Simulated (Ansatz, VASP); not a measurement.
## BeSi: VASP beside Ansatz

```
CELL_PARAMETERS angstrom
2.96583 0.00000 0.00000
0.00000 2.96583 0.00000
0.00000 0.00000 2.96583
ATOMIC_POSITIONS crystal
Be 0.50373 0.47229 0.49520
Si 0.01020 0.00772 0.98887
```

Change from the starting cell: atoms moved at random, drawn with an rms of 0.05 Å.

Alike in both runs: task single point; functional PBE; k mesh 9 × 9 × 9; occupations fermi-dirac, width 0.05 eV; no spin polarisation.

```csv
,VASP,Ansatz
version,VASP 6.6.1,Ansatz 0.2.0
potentials or method,"VASP PAW PBE potentials, release 64 (Be, Si), cutoff 520 eV","all-electron LAPW, scalar-relativistic"
```

VASP gave:

```
gap on the k mesh at the Fermi level (eV)       : none
pressure (GPa)                                  : -8.5
largest component of the traceless stress (GPa) : 0.39
rms of the force components (eV/Å)              : 0.055
```

Problem. Estimate Ansatz's values.

Solution. gap on the k mesh at the Fermi level (eV): none; pressure (GPa): -8.5; largest component of the traceless stress (GPa): 0.39; rms of the force components (eV/Å): 0.054.

Atom by atom the forces differ by 0.000 eV/Å (rms over components). A gap of «none» marks a metal or a gap that the smearing closes. Ansatz ran all-electron here, so the differences hold the error of VASP's frozen core and of both bases.
